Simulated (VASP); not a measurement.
Computed with optB88-vdW, VASP's PBE PAW potentials (set 64) (plane waves; VASP).

Input for VASP

**INCAR**
```
! general
SYSTEM    =  AlN
PREC      =  Accurate
ENCUT     =  520
LREAL     =  .FALSE.
LASPH     =  .TRUE.

! electronic loop
EDIFF     =  1E-6
NELM      =  100
ALGO      =  Normal

! smearing
ISMEAR    =  0
SIGMA     =  0.05

! functional
GGA       =  BO
LUSE_VDW  =  .TRUE.
AGGAC     =  0.0
PARAM1    =  0.1833333333
PARAM2    =  0.22

! ions
ISIF      =  2

! output
LWAVE     =  .FALSE.
LCHARG    =  .FALSE.
```

### POSCAR
```
AlN
1
    1.5550000000    -2.6933390000     0.0000000000
    1.5550000000     2.6933390000     0.0000000000
    0.0000000000     0.0000000000     4.9800000000
Al N
2 2
Direct
  0.6666670000   0.3333330000   0.5000000000
  0.3333330000   0.6666670000   0.0000000000
  0.6666670000   0.3333330000   0.8820000000
  0.3333330000   0.6666670000   0.3820000000
```

File KPOINTS:
```
Automatic mesh
0
Gamma
9 9 5
0 0 0
```

POTCAR, in this order: Al N (PBE.64 set). Program: vasp_std.

Problem. Predict the energy per atom (σ→0), pressure, band gap (on the k-mesh).

Solution. 
```yaml
energy per atom (σ→0): -6.209 eV/atom
band gap (on the k-mesh): 4.37 eV
pressure: 2.79 GPa
```

OSZICAR:
```
...
DAV:   7    -0.248516960809E+02   -0.29935E-01   -0.79032E-01   964   0.689E+00    0.286E+00
DAV:   8    -0.248419281314E+02    0.97679E-02   -0.10395E-01   988   0.338E+00    0.491E-01
DAV:   9    -0.248365210045E+02    0.54071E-02   -0.24193E-02  1116   0.116E+00    0.244E-01
DAV:  10    -0.248370762423E+02   -0.55524E-03   -0.24237E-03  1000   0.396E-01    0.140E-01
DAV:  11    -0.248370009859E+02    0.75256E-04   -0.19803E-04  1040   0.125E-01    0.338E-02
DAV:  12    -0.248370037421E+02   -0.27561E-05   -0.73638E-06   956   0.264E-02    0.615E-03
DAV:  13    -0.248370040043E+02   -0.26222E-06   -0.32570E-06   984   0.143E-02
   1 F= -.24837004E+02 E0= -.24837004E+02  d E =-.376435E-16
```

The compound is AlN in the wurtzite structure. The cell was not relaxed at this level. The run is one of a series of settings (AGGAC = 0.0, GGA = BO, LUSE_VDW = .TRUE., PARAM1 = 0.1833333333, PARAM2 = 0.22 against the base run), some of them coarse on purpose.
